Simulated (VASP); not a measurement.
These are PBEsol GGA, VASP's PBE PAW potentials (set 64) (plane waves; VASP) values and carry that method's errors.

A VASP calculation is set up with these files.

### POSCAR
```
Ti4C2N2
1
    4.2487680290     0.0000000000    -0.0000000000
    0.0000000000     4.2487680290    -0.0000000000
    0.0000000000     0.0000000000     4.2497807445
Ti N C
4 2 2
Direct
  0.0000000000   0.0000000000   0.0000000000
  0.5000000000   0.5000000000   0.0000000000
  0.5000000000   0.0000000000   0.5000000000
  0.0000000000   0.5000000000   0.5000000000
  0.5000000000   0.5000000000   0.5000000000
  0.0000000000   0.0000000000   0.5000000000
  0.0000000000   0.5000000000   0.0000000000
  0.5000000000   0.0000000000   0.0000000000
```

File KPOINTS:
```
Automatic mesh
0
Gamma
7 7 7
0 0 0
```

INCAR:
```
ALGO  =  Normal
LCHARG  =  .FALSE.
LWAVE  =  .FALSE.
PREC  =  Accurate
NSW  =  60   ! most ionic steps
SYSTEM  =  Ti4C2N2
NELM  =  100   ! most electronic steps
SIGMA  =  0.1
ISMEAR  =  1   ! Methfessel-Paxton
LMAXMIX  =  4
GGA  =  PS   ! PBEsol
LASPH  =  .TRUE.   ! aspherical one-centre terms
EDIFFG  =  -0.02   ! ionic stop
LREAL  =  .FALSE.
IBRION  =  2   ! conjugate gradients
ENCUT  =  520   ! plane-wave cut-off (eV)
ISIF  =  3   ! ions, shape and volume
EDIFF  =  1E-6   ! SCF stop (eV)
```

POTCAR, in this order: Ti_sv N C (PBE.64 set). Program: vasp_std.

Output

### OSZICAR
```
       N       E                     dE             d eps       ncg     rms          rms(c)
DAV:   1     0.911554602207E+03    0.91155E+03   -0.32519E+04  3120   0.212E+03
DAV:   2     0.615693727023E+02   -0.84999E+03   -0.82999E+03  3120   0.633E+02
DAV:   3    -0.901077183089E+02   -0.15168E+03   -0.14816E+03  4882   0.217E+02
DAV:   4    -0.102422274350E+03   -0.12315E+02   -0.12242E+02  4425   0.635E+01
DAV:   5    -0.103018986643E+03   -0.59671E+00   -0.59645E+00  4861   0.132E+01    0.392E+01
DAV:   6    -0.823741981100E+02    0.20645E+02   -0.17082E+02  4176   0.896E+01    0.131E+01
DAV:   7    -0.815021180685E+02    0.87208E+00   -0.22510E+01  4293   0.291E+01    0.883E+00
DAV:   8    -0.814828438719E+02    0.19274E-01   -0.18442E+00  4594   0.165E+01    0.443E+00
DAV:   9    -0.814350230062E+02    0.47821E-01   -0.94884E-01  4218   0.753E+00    0.127E+00
DAV:  10    -0.814317676070E+02    0.32554E-02   -0.15124E-01  4470   0.359E+00    0.738E-01
DAV:  11    -0.814360292305E+02   -0.42616E-02   -0.17583E-02  3810   0.118E+00    0.276E-01
DAV:  12    -0.814361176601E+02   -0.88430E-04   -0.37500E-03  4571   0.496E-01    0.840E-02
DAV:  13    -0.814361202029E+02   -0.25428E-05   -0.67720E-04  4700   0.170E-01    0.246E-02
DAV:  14    -0.814361093960E+02    0.10807E-04   -0.39694E-05  4440   0.496E-02    0.671E-03
DAV:  15    -0.814361092099E+02    0.18609E-06   -0.91581E-06  4265   0.233E-02
   1 F= -.81436109E+02 E0= -.81436006E+02  d E =-.814361E+02
       N       E                     dE             d eps       ncg     rms          rms(c)
DAV:   1    -0.814571742704E+02   -0.21065E-01   -0.10844E+00  3321   0.931E+00    0.100E+00
DAV:   2    -0.814451466815E+02    0.12028E-01   -0.74295E-02  3733   0.223E+00    0.540E-01
DAV:   3    -0.814376721439E+02    0.74745E-02   -0.14381E-02  3755   0.934E-01    0.102E-01
DAV:   4    -0.814377182262E+02   -0.46082E-04   -0.25494E-03  4549   0.359E-01    0.774E-02
DAV:   5    -0.814377325297E+02   -0.14303E-04   -0.20471E-04  4380   0.133E-01    0.497E-02
DAV:   6    -0.814377450482E+02   -0.12519E-04   -0.89037E-05  4245   0.971E-02    0.300E-02
DAV:   7    -0.814377496502E+02   -0.46020E-05   -0.43255E-05  4522   0.647E-02    0.628E-03
DAV:   8    -0.814377506139E+02   -0.96368E-06   -0.64828E-06  3816   0.173E-02
   2 F= -.81437751E+02 E0= -.81437578E+02  d E =-.164140E-02
       N       E                     dE             d eps       ncg     rms          rms(c)
DAV:   1    -0.814402394554E+02   -0.24898E-02   -0.10978E-01  3294   0.297E+00    0.324E-01
DAV:   2    -0.814389756968E+02    0.12638E-02   -0.76340E-03  3736   0.725E-01    0.172E-01
DAV:   3    -0.814382260522E+02    0.74964E-03   -0.14938E-03  3799   0.313E-01    0.378E-02
DAV:   4    -0.814382261461E+02   -0.93923E-07   -0.34704E-04  4548   0.166E-01    0.284E-02
DAV:   5    -0.814382235559E+02    0.25901E-05   -0.60756E-05  4518   0.786E-02    0.179E-02
DAV:   6    -0.814382234463E+02    0.10969E-06   -0.74205E-06  3852   0.274E-02
   3 F= -.81438223E+02 E0= -.81438070E+02  d E =-.211424E-02
```

**OUTCAR**
```
------------------------ aborting loop because EDIFF is reached ----------------------------------------
  FORCE on cell =-STRESS in cart. coord.  units (eV):
  Direction    XX          YY          ZZ          XY          YZ          ZX
  --------------------------------------------------------------------------------------
  Total        0.1288038      0.1288038      0.1193796      0.0000000     -0.0000000      0.0000000
  in kB        2.6945796      2.6945796      2.4974260      0.0000000     -0.0000000      0.0000000
  external PRESSURE =       2.6288617 kB  Pullay stress =       0.0000000 kB
  volume of cell :       76.59
      direct lattice vectors                 reciprocal lattice vectors
     4.253348395  0.000000000  0.000000000     0.235108885 -0.000000000 -0.000000000
     0.000000000  4.253348395 -0.000000000     0.000000000  0.235108885 -0.000000000
     0.000000000  0.000000000  4.233370905     0.000000000  0.000000000  0.236218376
 POSITION                                       TOTAL-FORCE (eV/Angst)
 -----------------------------------------------------------------------------------
      0.00000      0.00000      0.00000        -0.000000      0.000000     -0.000000
      2.12667      2.12667     -0.00000        -0.000000     -0.000000      0.000000
      2.12667      4.25335      2.11669        -0.000000     -0.000000      0.000000
      0.00000      2.12667      2.11669         0.000000     -0.000000      0.000000
      2.12667      2.12667      2.11669        -0.000000      0.000000     -0.000000
      0.00000      4.25335      2.11669        -0.000000      0.000000     -0.000000
      0.00000      2.12667     -0.00000        -0.000000      0.000000     -0.000000
      2.12667      4.25335     -0.00000        -0.000000      0.000000     -0.000000
 -----------------------------------------------------------------------------------
    total drift:                                0.000000     -0.000000     -0.000000
  FREE ENERGIE OF THE ION-ELECTRON SYSTEM (eV)
  ---------------------------------------------------
  free  energy   TOTEN  =       -81.4382234463 eV

  energy  without entropy=      -81.4377626583  energy(sigma->0) =      -81.43806985

 reached required accuracy - stopping structural energy minimisation
```
(Selected blocks of OUTCAR.)

### CONTCAR
```
Ti4C2N2
   1.00000000000000
     4.2533483949501614    0.0000000000000000    0.0000000000000000
     0.0000000000000000    4.2533483949501614   -0.0000000000000000
     0.0000000000000000    0.0000000000000000    4.2333709054270470
  Ti              N               C
     4     2     2
Direct
     0.0000000000000000    0.0000000000000000    0.0000000000000000
     0.5000000000000000    0.5000000000000000    0.0000000000000000
     0.5000000000000000    1.0000000000000000    0.5000000000000000
     0.0000000000000000    0.5000000000000000    0.5000000000000000
     0.5000000000000000    0.5000000000000000    0.5000000000000000
     0.0000000000000000    1.0000000000000000    0.5000000000000000
     0.0000000000000000    0.5000000000000000    0.0000000000000000
     0.5000000000000000    1.0000000000000000    0.0000000000000000
```

The structure was generated: Ti4C2N2 was put into an ordered model structure (P4/mmm), which need not be its known phase. This run relaxes it. Symmetry was kept, so distortions that lower it aren't found. The start is the result of an earlier pass.
